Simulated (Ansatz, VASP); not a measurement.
## SnO in two plane-wave programs

Aim: how closely do two programs agree when they are given the same cell, functional and k mesh? Of the first pair: The structure shown is the start of the Ansatz relaxation below; VASP solves that cell, so the two are compared at the walk's first step.

Program: Ansatz 0.2.0. Level of theory: plane waves, with VASP 6.6.1 beside it; single point at PBEsol with D3(BJ). Results are calculated unless marked as measured.

## 1. The starting structure

The cell holds 4 atoms: 2 Sn and 2 O. Its edges and angles: a = 3.799 Å, b = 3.799 Å, c = 17.736 Å, α = 90.0°, β = 90.0°, γ = 82.3°. It derives from SnO. As first built, before any earlier steps moved the atoms (in the runner's words): kind sheets cut from a layered crystal; sheets 1. Vacuum lies along c.

## 2. Ansatz: relaxation, PBEsol with D3(BJ)

Ansatz runs on its default PAW (the set named soft_2) files.

The two programs are compared at the cell with which this relaxation starts, whose forces are those of its first step.

Contents of input.yaml:

```yaml
crystal:
  lattice:
    - [3.798631332, 0.0, 0.0]
    - [0.507972433, 3.764513781, 0.0]
    - [0.0, 0.0, 17.73552]
  atoms:
    - { symbol: Sn, position: [0.0, 0.0, 0.577119814] }
    - { symbol: O, position: [0.93, 0.57, 0.501880971] }
    - { symbol: O, position: [0.57, 0.93, 0.501880971] }
    - { symbol: Sn, position: [0.559, 0.559, 0.422880186] }
kpoints:
  mp_grid: { grid: [6, 6, 1] }
scf:
  occupations: { method: fermi_dirac, width: 0.02 }
  n_extra_bands: 8
hamiltonian:
  xc: pbesol
  pseudopotentials: { kind: paw }
  dispersion: d3bj
output:
  forces: true
  write_potential: true
  volumetric_format: []
relax:
  f_tol: 0.03
  max_steps: 45
  cell: { fix: [c, alpha, beta] }
```

On the command line:

```
ansatz run input.yaml --threads 8 --pin off --max-ram 14336MiB --backend cpu --events-out ev --progress --plain --runs-dir out
```

Numbers of over 12 decimals in the logs are rounded to 6 here.

The log of the run:

```text
scf.n_extra_bands = 8 over 20 filled bands (N_el = 40.0): the run solves 28 bands
Engine: ansatz 0.2.0, aarch64-unknown-linux-gnu
Pseudopotentials: kind: paw
Pseudopotential: Sn, paw, valence charge 14, recommended cutoff 420 eV (normal), Sn.paw.azcp
Pseudopotential: O, paw, valence charge 6, recommended cutoff 420 eV (normal), O.paw.azcp
Functional definition: PBEsol
  exchange = pbesol_x
  correlation = pbesol_c
Crystal: 4 atoms, lattice volume = 253.618 Å³
Basis set: ecut = 420 eV, 4975 PW (Γ), exchange–correlation on 54×54×240 points (8 copies of the dense FFT grid, shifted against one another)
Bands: 28, of which v1, the nominal top of the filled ones, is band 20 counted from 1 (19 counted from 0)
Symmetry: 2 space group operations
Space group: Cm (ITA 8), of the structure as read, at distance tolerance 6.3e-5 Å
k-points: 13 of 36 (time reversal used)
Non-local potential: Sn, projectors of the file, l = 0: 2, l = 1: 2, l = 2: 2, l = 3: 2
Non-local potential: O, projectors of the file, l = 0: 2, l = 1: 2, l = 2: 1
PAW form: soft (Blöchl's): semilocal exchange-correlation on the pseudo side does not see the compensation charge
PAW frozen core: Sn, regenerated for the run's functional, and the local potential with it (the file was generated under x = pbe(κ = 0.804, μ = 0.219515), c = pbe(β = 0.066725))
PAW frozen core: O, regenerated for the run's functional, and the local potential with it (the file was generated under x = pbe(κ = 0.804, μ = 0.219515), c = pbe(β = 0.066725))
PAW one-centre angular grid: Sn, 590 points (default); XC on 64 Gauss nodes
PAW one-centre angular grid: O, 110 points (default); XC on 64 Gauss nodes
Initial density: superposition of atomic densities (neutral atoms: chi_scale 0, normalization atom), corrected by the library's trained network
Initial wavefunctions: pseudopotential atomic-orbital guess
Functional: x = pbesol(κ = 0.804, μ = 0.123457), c = pbesol(β = 0.046)
SCF iter   1: F=—  HF=-13017.725603 eV  |F-HF|=—  |Δ(HF+E_count)|=         —  Δρ=6.68e-3  dr2=5.49e-2  ethr=1.77e-3  ⟨swp⟩=7.0  Hψ=1856  notcnv=0  defer=1
preconditioner: auto → LDOS  [metal: Δε(μ)=0.034 eV  Ē_g=18.027 eV  σ=0.020 eV  W_gap=0.36  n_scr=38 (ndim 8)  ℏωp=14.7 eV  f_vac=0.633  D(μ)=1.79/eV (n_scr^D=6)  β→1.0]
SCF iter   2: F=—  HF=-13017.719519 eV  |F-HF|=—  |Δ(HF+E_count)|=   6.08e-3  Δρ=4.44e-3  dr2=4.10e-2  ethr=1.37e-4  ⟨swp⟩=3.0  Hψ=857  notcnv=0  defer=32
SCF iter   3: F=—  HF=-13017.712556 eV  |F-HF|=—  |Δ(HF+E_count)|=   6.96e-3  Δρ=6.95e-4  dr2=1.27e-3  ethr=1.02e-4  ⟨swp⟩=2.0  Hψ=509  notcnv=0  defer=32
SCF iter   4: F=—  HF=-13017.712808 eV  |F-HF|=—  |Δ(HF+E_count)|=   2.52e-4  Δρ=1.34e-4  dr2=4.07e-5  ethr=3.17e-6  ⟨swp⟩=2.6  Hψ=513  notcnv=0  defer=32
SCF iter   5: F=—  HF=-13017.712725 eV  |F-HF|=—  |Δ(HF+E_count)|=   8.33e-5  Δρ=5.96e-5  dr2=1.24e-5  ethr=1.02e-7  ⟨swp⟩=2.0  Hψ=638  notcnv=0  defer=32
SCF iter   6: F=—  HF=-13017.712725 eV  |F-HF|=—  |Δ(HF+E_count)|=   3.50e-7  Δρ=1.14e-5  dr2=5.00e-7  ethr=3.09e-8  ⟨swp⟩=2.0  Hψ=610  notcnv=0  defer=32
SCF iter   7: F=-13017.712726 eV  HF=-13017.712726 eV  |F-HF|=1.13e-7  |Δ(HF+E_count)|=   1.02e-6  Δρ=4.77e-6  dr2=6.25e-8  ethr=2.50e-10  ⟨swp⟩=11.0  Hψ=2467  notcnv=0
SCF 1 converged in 7 iterations: F = -13017.712726 eV  dr2 = 6.25e-8
  greatest PAW one-centre occupation: 0.993 electrons in one spin orbital (limit 2), on the Sn atom at site 0 (counted from 0), in its partial waves of l = 2
relax step   1: F+E_penalty+E_count = -13017.71272613 eV  Δ(F+E_penalty+E_count) = +0.000e0 eV  max|allowed force component| = 7.015e0 eV/Å  Δτ_max = 0.0000 Å  P = +2.137 GPa  Ω = 253.618 Å³  fix = [c, alpha, beta]  reactions: c -1.210 GPa; alpha -1.531, beta -1.531 GPa/rad  (7 SCF iters, dr2 threshold 1.00e-7 eV, accepted)
[...]
relax step   7: F+E_penalty+E_count = -13021.53802993 eV  Δ(F+E_penalty+E_count) = -5.577e-5 eV  max|allowed force component| = 3.755e-3 eV/Å  Δτ_max = 0.0008 Å  P = +0.001 GPa  Ω = 250.565 Å³  energy of the carried Pulay correction = -3.873e-4 eV  fix = [c, alpha, beta]  reactions: c -0.014 GPa; alpha +0.000, beta +0.000 GPa/rad  (5 SCF iters, dr2 threshold 6.15e-8 eV, accepted)
[...]
relax step   8: F+E_penalty+E_count = -13021.53840328 eV  Δ(F+E_penalty+E_count) = -3.734e-4 eV  max|allowed force component| = 3.747e-3 eV/Å  Δτ_max = 0.0000 Å  P = +0.003 GPa  Ω = 250.565 Å³  fix = [c, alpha, beta]  reactions: c -0.013 GPa; alpha +0.000, beta +0.000 GPa/rad  stress off target by 1.17e-2 GPa on what of the cell is left free  SCF on the basis re-selected at this cell (its energy is not comparable with the rows above)  (6 SCF iters)
basis re-selected at this cell: Δ(F+E_penalty+E_count) = -3.734e-4 eV, ΔP = +0.002 GPa vs the last step (what re-selecting the basis moved, of the pressure what is left beyond the Pulay correction that the steps carried, after the strain that the cell walked since its last selection, with what the two solves' SCF thresholds leave and, on support functions, any second-order correction that the steps lacked; it is no m [...]
WARN: The output density's exchange-correlation potential varies sharply where the density is thin. Do not read a vacuum level from v_tot or v_xc, or from such a field of the output density. On a cell that repeats whose density bears no net charge and no dipole along the vacuum's axis use v_es (v_loc + v_h of the components); under efield.dipole_correction with no amplitude use v_es + v_field, which holds any externa [...]
SCF converged after 6 iterations
Free energy (F): -13021.538403 eV
Harris-Foulkes:  -13021.538403 eV  (|F-HF|=4.74e-9)
Internal energy: -13021.538403 eV  (E = F + TS)
E sigma→0 (E₀):  -13021.538403 eV
Fermi energy:    -0.035649 eV
--- Per-component energies (eV) ---
  E_band       = -589.306268
  E_kinetic    = 723.758956
  E_local      = -21289.203014  (includes V_loc(G=0)·N_el)
  E_nonlocal   = 36.151358
  E_hartree    = 10549.669477
  E_xc         = -904.021776
  E_vxc        = -380.305516  (∫ρ·V_xc dr)
  E_paw        = -8433.979990  (= ΣΔE_a)
  E_vpaw       = -779.051805  (= ΣTr[D̂ρ^β])
  E_aug_tail   = 0.004847  (compensation charges beyond the density's cutoff)
  E_ewald      = 6295.889378
  E_disp       = -0.447894  (pairwise vdW)
  E_core_change = 0.640255  (= ΣΔE_core)
  E_smearing   = -0.000000  (= −TS)
  E_closure    = 0.000000  (closes the sum)
  Σ components = -13021.538403   (vs F -13021.538403, Δ=0.00e0)
--- Forces (eV/Å), atoms counted from 1 ---
  atom   1  Sn    -0.00019371    -0.00016933    -0.00357332
  atom   2  O      0.00008561    -0.00002639    -0.00008721
  atom   3  O     -0.00001471     0.00008837    -0.00008721
  atom   4  Sn     0.00012281     0.00010735     0.00374729
  max |Σ_I F_I| component: 4.59e-7 eV/Å
--- Stress (GPa, compression-positive) ---
        0.010184      -0.001357      -0.000239
       -0.001357       0.010550      -0.000209
       -0.000239      -0.000209      -0.012507
  P = ⅓ Tr σ = 0.0027 GPa (0.027 kbar)
--- Band table (eV; the first three rows and the last of 13) ---
  k-point 0: bands = [... 16 lower, -3.7690, -3.2982, -3.2973, -1.6472, 1.6932, 1.7076, 3.8443, 3.9773, ... 4 higher]
  k-point 1: bands = [... 16 lower, -4.0613, -3.5538, -3.2584, -1.6031, 2.2432, 2.3346, 3.0920, 4.1949, ... 4 higher]
  k-point 2: bands = [... 16 lower, -4.6452, -4.2108, -2.8738, -1.6234, 1.9558, 2.2820, 3.5817, 3.9226, ... 4 higher]
  k-point 12: bands = [... 16 lower, -2.6260, -2.6254, -2.1846, -2.1843, 1.5614, 1.5615, 3.7256, 3.7258, ... 4 higher]
--- Relaxed structure (6 steps of the walk, 6 accepted, 2 SCFs on fresh bases) ---
  F+E_penalty+E_count = -13021.53840328 eV   max|allowed force component| = 3.747e-3 eV/Å   (the final SCF, on the basis selected at the relaxed cell)
  cell:  # Å, volume = 250.5652 Å³
    - [3.750265, -0.251765, 0]
    - [0.252001, 3.750250, 0]
    - [0, 0, 17.73552]
  atoms:
    - { symbol: Sn, position: [0.014759, 0.014759, 0.567431] }
    - { symbol: O, position: [1.014746, 0.514752, 0.500941] }
    - { symbol: O, position: [0.514752, 1.014746, 0.500941] }
    - { symbol: Sn, position: [0.514743, 0.514743, 0.434450] }
```

## 3. VASP: single point, PBEsol with D3(BJ), start cell, pair 1

The same cell, functional, mesh and smearing now go to VASP, with its own data sets.

Lines of VASP's logs that name or quote its potential files are left out, and so is its time.

Contents of INCAR:

```
SYSTEM = SnO
PREC = Accurate
ENCUT = 520
EDIFF = 1E-06
NELM = 120
ISMEAR = -1
SIGMA = 0.02
LREAL = .FALSE.
ALGO = Normal
GGA = PS
IVDW = 12
NBANDS = 26
LORBIT = 11
LWAVE = .FALSE.
LCHARG = .FALSE.
ISIF = 2
LASPH = .TRUE.
GGA_COMPAT = .FALSE.
EFERMI = MIDGAP
```

Contents of POSCAR:

```
SnO
1.0
    3.7986310000      0.0000000000      0.0000000000
    0.5079720000      3.7645140000      0.0000000000
    0.0000000000      0.0000000000     17.7355200000
Sn O
2 2
Direct
    0.0000000000      0.0000000000      0.5771198138
    0.5590000840      0.5590000840      0.4228801862
    0.9300000141      0.5700000517      0.5018809711
    0.5700000517      0.9300000141      0.5018809711
```

Contents of KPOINTS:

```
Automatic mesh
0
Gamma
6 6 1
0 0 0
```

PAW data sets: Sn_d and O (PBE family, release 64).

On the command line:

```
mpirun -np 1 vasp_std
```

The log of the run:

```text
[banner, memory and clock lines left out]
running    1 mpi-ranks, on    1 nodes
 distrk:  each k-point on    1 cores,    1 groups
 distr:  one band on    1 cores,    1 groups

 POSCAR found type information on POSCAR SnO
 POSCAR found :  2 types and       4 ions
|                                                                             |
|               ----> ADVICE to this user running VASP <----                  |
|                                                                             |
|     You enforced a specific xc type in the INCAR file but a different       |
|     [... a line on the potential file left out ...]
|     I HOPE YOU KNOW WHAT YOU ARE DOING!                                     |
|                                                                             |

 LDA part: xc-table for (Slater+PW92), standard interpolation
 POSCAR, INCAR and KPOINTS ok, starting setup
 FFT: planning ... GRIDC
 FFT: planning ... GRID_SOFT
 FFT: planning ... GRID
 WAVECAR not read
 entering main loop
       N       E                     dE             d eps       ncg     rms          rms(c)
DAV:   1     0.368164580490E+03    0.36816E+03   -0.19320E+04   748   0.146E+03
DAV:   2     0.417390164398E+02   -0.32643E+03   -0.31954E+03   792   0.352E+02
DAV:   3    -0.219588891193E+02   -0.63698E+02   -0.61975E+02   912   0.164E+02
DAV:   4    -0.250350050397E+02   -0.30761E+01   -0.30686E+01   742   0.421E+01
DAV:   5    -0.251260607203E+02   -0.91056E-01   -0.90994E-01   842   0.758E+00    0.130E+01
DAV:   6    -0.207860770051E+02    0.43400E+01   -0.40698E+01  1006   0.603E+01    0.853E+00
DAV:   7    -0.201909591849E+02    0.59512E+00   -0.77134E+00  1018   0.171E+01    0.262E+00
DAV:   8    -0.200966332605E+02    0.94326E-01   -0.58814E-01   976   0.595E+00    0.153E+00
DAV:   9    -0.200683288018E+02    0.28304E-01   -0.14586E-01  1066   0.269E+00    0.890E-01
DAV:  10    -0.200603602407E+02    0.79686E-02   -0.84706E-02   978   0.255E+00    0.275E-01
DAV:  11    -0.200601583682E+02    0.20187E-03   -0.10041E-02  1006   0.808E-01    0.122E-01
DAV:  12    -0.200611662941E+02   -0.10079E-02   -0.27686E-03   976   0.424E-01    0.129E-01
DAV:  13    -0.200612621590E+02   -0.95865E-04   -0.68715E-04   842   0.183E-01    0.541E-02
DAV:  14    -0.200615746228E+02   -0.31246E-03   -0.20027E-03   960   0.256E-01    0.121E-01
DAV:  15    -0.200614236358E+02    0.15099E-03   -0.36419E-04  1024   0.128E-01    0.461E-02
DAV:  16    -0.200614462723E+02   -0.22636E-04   -0.30215E-04   930   0.111E-01    0.234E-02
DAV:  17    -0.200614892120E+02   -0.42940E-04   -0.58509E-05   978   0.542E-02    0.631E-03
DAV:  18    -0.200615559456E+02   -0.66734E-04   -0.25717E-05   828   0.352E-02    0.135E-02
DAV:  19    -0.200615979190E+02   -0.41973E-04   -0.18407E-05   774   0.338E-02    0.458E-03
DAV:  20    -0.200616338328E+02   -0.35914E-04   -0.19568E-06   580   0.883E-03    0.416E-03
DAV:  21    -0.200616510678E+02   -0.17235E-04   -0.13221E-06   586   0.100E-02    0.134E-03
DAV:  22    -0.200616564889E+02   -0.54212E-05   -0.63908E-07   588   0.489E-03    0.141E-03
DAV:  23    -0.200616577891E+02   -0.13001E-05   -0.11509E-07   560   0.323E-03    0.995E-04
DAV:  24    -0.200616580037E+02   -0.21462E-06   -0.53661E-08   544   0.205E-03
   1 F= -.20505700E+02 E0= -.20504515E+02  d E =-.237007E-02
```

OUTCAR, selected parts (step 3):

```text
ion  position               nearest neighbor table
   1  0.000  0.000  0.577-   4 2.15   3 2.15   4 2.53   3 2.53   2 3.72   2 3.72   2 3.72
   2  0.559  0.559  0.423-   3 1.99   4 1.99   3 2.77   4 2.77   1 3.72   1 3.72   1 3.72
   3  0.930  0.570  0.502-   4 1.80   2 1.99   1 2.15   1 2.53   2 2.77
   4  0.570  0.930  0.502-   3 1.80   2 1.99   1 2.15   1 2.53   2 2.77

  LATTYP: Found a base centered orthorhombic cell.
 ALAT       =     5.0000002310
 B/A-ratio  =     1.1439998607
 C/A-ratio  =     3.5471038361

 Subroutine GETGRP returns: Found  2 space group operations
 (whereof  2 operations were pure point group operations)

The static configuration has the point symmetry C_1h.

 Found     13 irreducible k-points:

   k-points           NKPTS =     13   k-points in BZ     NKDIM =     13   number of bands    NBANDS=     26

   dimension x,y,z NGX =    28 NGY =   28 NGZ =  140
   dimension x,y,z NGXF=    56 NGYF=   56 NGZF=  280

   ENCUT  =  520.0 eV  38.22 Ry    6.18 a.u.   7.06  7.06 32.98*2*pi/ulx,y,z

   NELECT =      40.0000    total number of electrons

 k-points in reciprocal lattice and weights: Automatic mesh
   0.00000000  0.00000000  0.00000000       0.028
   0.16666667  0.00000000  0.00000000       0.111
   0.33333333 -0.00000000  0.00000000       0.111
   0.50000000 -0.00000000  0.00000000       0.056
   0.16666667  0.16666667  0.00000000       0.056
   0.33333333  0.16666667  0.00000000       0.111
   0.50000000  0.16666667  0.00000000       0.111
  -0.33333333  0.16666667  0.00000000       0.111
  -0.16666667  0.16666667  0.00000000       0.056
   0.33333333  0.33333333  0.00000000       0.056
   0.50000000  0.33333333  0.00000000       0.111
  -0.33333333  0.33333333  0.00000000       0.056
   0.50000000  0.50000000  0.00000000       0.028

 average (electrostatic) potential at core
       1-107.6903       2-107.5800       3 -76.2905       4 -76.2905

 E-fermi :  -0.0614

 k-point     1 :       0.0000    0.0000    0.0000
  band No.  band energies     occupation
    ...
     16      -5.2785      2.00000
     17      -4.8704      2.00000
     18      -3.4588      2.00000
     19      -3.3044      2.00000
     20      -0.1836      1.99556
     21       0.5911      0.00000
     22       1.5292      0.00000
     23       2.7892      0.00000
     24       3.0356      0.00000
     25       3.2142      0.00000
    ...

 k-point     2 :       0.1667    0.0000    0.0000
  band No.  band energies     occupation
    ...
     16      -5.5568      2.00000
     17      -4.5170      2.00000
     18      -3.9327      2.00000
     19      -2.9976      2.00000
     20      -0.7611      2.00000
     21       1.1443      0.00000
     22       1.6120      0.00000
     23       2.3367      0.00000
     24       2.8316      0.00000
     25       3.2237      0.00000
    ...

 k-point     3 :       0.3333   -0.0000    0.0000
  band No.  band energies     occupation
    ...
     16      -5.6151      2.00000
     17      -4.7589      2.00000
     18      -4.0008      2.00000
     19      -2.8229      2.00000
     20      -1.3383      2.00000
     21       0.7051      0.00000
     22       0.9843      0.00000
     23       2.0966      0.00000
     24       2.9420      0.00000
     25       3.9556      0.00000
    ...

 Edisp (eV)   -0.44404

  Total       5.00285     7.17282    -1.79071    -8.04066     2.49359     2.85266
  in kB      31.60447    45.31276   -11.31245   -50.79514    15.75274    18.02108
  external pressure =       21.87 kB  Pullay stress =        0.00 kB

  energy-cutoff  :      520.00
  volume of cell :      253.62
      direct lattice vectors                 reciprocal lattice vectors
     3.798631000  0.000000000  0.000000000     0.263252735 -0.035522519  0.000000000
     0.507972000  3.764514000  0.000000000     0.000000000  0.265638539  0.000000000
     0.000000000  0.000000000 17.735520000     0.000000000  0.000000000  0.056384025

 POSITION                                       TOTAL-FORCE (eV/Angst)
 -----------------------------------------------------------------------------------
      0.00000      0.00000     10.23552         0.637293      0.557075     -1.727979
      2.40739      2.10436      7.50000        -1.429849     -1.249868     -0.426810
      3.82227      2.14577      8.90112         6.259412     -6.361030      1.077395
      2.63763      3.50100      8.90112        -5.466857      7.053823      1.077395
 -----------------------------------------------------------------------------------
    total drift:                               -0.000853     -0.000749     -0.000488

  FREE ENERGIE OF THE ION-ELECTRON SYSTEM (eV)
  ---------------------------------------------------
  free  energy   TOTEN  =       -20.5057003732 eV

  energy  without entropy=      -20.5033303034  energy(sigma->0) =      -20.50451534

 total charge
# of ion       s       p       d       tot
------------------------------------------
    1        1.286   0.744  10.034  12.064
    2        1.274   0.863  10.089  12.226
    3        1.606   3.370   0.000   4.976
    4        1.606   3.370   0.000   4.976
--------------------------------------------------
tot          5.773   8.346  20.123  34.241

[... 3 further parts left out ...]
```

## 4. Comparison

Known differences besides the potentials themselves: the cutoff is 420 eV in Ansatz and 520 eV in VASP; Ansatz makes its cores anew for this functional, VASP keeps those of its PBE data sets. Total energies have different zeros and are not compared.

Forces (eV/Å; atoms numbered as in POSCAR):

```tsv
atom	Ansatz x, y, z	VASP x, y, z
Sn1	0.607, 0.531, -1.788	0.637, 0.557, -1.728
Sn2	-1.381, -1.208, -0.338	-1.430, -1.250, -0.427
O3	6.223, -6.338, 1.063	6.259, -6.361, 1.077
O4	-5.449, 7.015, 1.063	-5.467, 7.054, 1.077
```

The forces differ by 42 meV/Å r.m.s., which is 1.1 % of the r.m.s. force of 3.754 eV/Å (both taken over all components). With vacuum in the cell, a pressure given here is an average over mostly empty space and none of the material.

[end of part 1 of 2]

[Lines on the potential files, build, host, timing and source positions are cut from VASP's logs without a mark.]

[Logs are printed without paths, hosts, clocks, repeated set-up lines and the standing remarks that a program may print on its own settings, such as how far it seeks lower states.]

[Hosts, paths, dates, database ids (printed as entryN), source tags and the programs' standing remarks are cut or masked in the printed files.]
